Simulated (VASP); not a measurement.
An input for Ansatz (written as the equivalent of a VASP run, and not itself run):

Ansatz 0.2 input:
```yaml
crystal:
  lattice:
    - [-1.6016740, 1.6498110, 2.5023430]
    - [1.6016740, -1.6498110, 2.5023430]
    - [1.6016740, 1.6498110, -2.5023430]
  atoms:
    - { symbol: In, position: [0.0000000, 0.0000000, 0.0000000] }
kpoints:
  mp_grid: { grid: [1, 1, 1] }
hamiltonian:
  xc: pbe
  pseudopotentials: { kind: paw }
scf:
  occupations: { method: methfessel_paxton, width: 0.1 }
  max_iter: 100
output: { forces: true, stress: true, eigenvalues: true }
```

**Question.** Translate this input to VASP (INCAR, KPOINTS, POSCAR, choice of POTCAR).

**Answer.** This is not unique; one that fits is 
### KPOINTS
```
Automatic mesh
0
Gamma
1 1 1
0 0 0
```

**INCAR**
```
SYSTEM = In
PREC = Accurate
ENCUT = 400
EDIFF = 1E-6
NELM = 100
ALGO = Normal
LREAL = .FALSE.
LASPH = .TRUE.
ISMEAR = 1
SIGMA = 0.1
GGA = PE
LMAXMIX = 4
LWAVE = .FALSE.
LCHARG = .FALSE.
ISIF = 2
```

**POSCAR**
```
In
1.0
 -1.6016740000   1.6498110000   2.5023430000
  1.6016740000  -1.6498110000   2.5023430000
  1.6016740000   1.6498110000  -2.5023430000
In
1
Direct
  0.0000000000   0.0000000000   0.0000000000
```

POTCAR, in this order: In_d (PBE.64 set). Program: vasp_std.

Limits of the translation: each code has its own PAW files, so the cut-off isn't converted (ENCUT is set for VASP's; basis.ecutwfc is left out, and Ansatz then takes the one that its files recommend); Ansatz stops its SCF on the density residual and VASP on the energy change (EDIFF).

The compound is In in the bct structure. The cell was not relaxed at this level. The k-mesh is coarse (spacing up to 2.73 per Å, 2π included), so the numbers may not be converged in it. The run is one of a series of settings (KPOINTS 1×1×1 Γ-centred mesh against the base run), some of them coarse on purpose.
